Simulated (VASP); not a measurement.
VASP input:

**POSCAR**
```
LiCl
3.6482480
  0.0000000000   0.7071067146   0.7071067146
  0.7071067146   0.0000000000   0.7071067146
  0.7071067146   0.7071067146   0.0000000000
Li Cl
1 1
Cart
  0.0000000000   0.0000000000   0.0000000000
  0.7071067146   0.7071067146   0.7071067146
```

### INCAR
```
ALGO  =  Normal
BPARAM  =  11.95
CPARAM  =  0.0093
EDIFF  =  1E-7
ENCUT  =  520
ISIF  =  2
ISMEAR  =  0
LASPH  =  .True.
LCHARG  =  .False.
LMIXTAU  =  .True.
LREAL  =  .False.
LUSE_VDW  =  .True.
LWAVE  =  .False.
METAGGA  =  R2SCAN
NELM  =  100
PREC  =  Accurate
SIGMA  =  0.05
SYSTEM  =  LiCl
```

KPOINTS:
```
Automatic mesh
0
Gamma
9 9 9
0 0 0
```

POTCAR, in this order: Li_sv Cl (PBE.64 set). Program: vasp_std.

Translate this r2SCAN+rVV10 calculation to Ansatz.

One equivalent input (not run):
Ansatz 0.2 input:
```yaml
crystal:
  lattice:
    - [0.0000000, 2.5797007, 2.5797007]
    - [2.5797007, 0.0000000, 2.5797007]
    - [2.5797007, 2.5797007, 0.0000000]
  atoms:
    - { symbol: Li, position: [0.0000000, 0.0000000, 0.0000000] }
    - { symbol: Cl, position: [0.5000000, 0.5000000, 0.5000000] }
kpoints:
  mp_grid: { grid: [9, 9, 9] }
hamiltonian:
  xc: r2scan
  dispersion: rvv10
  pseudopotentials: { kind: paw }
scf:
  occupations: { method: gaussian, width: 0.05 }
  max_iter: 100
output: { forces: true, stress: true, eigenvalues: true }
```
What does not carry over: each code has its own PAW files, so the cut-off isn't converted (ENCUT is set for VASP's; basis.ecutwfc is left out, and Ansatz then takes the one that its files recommend); Ansatz stops its SCF on the density residual and VASP on the energy change (EDIFF).

The compound is LiCl in the rock salt structure. This cell is one point of a volume scan, at 1.06 of the reference volume.
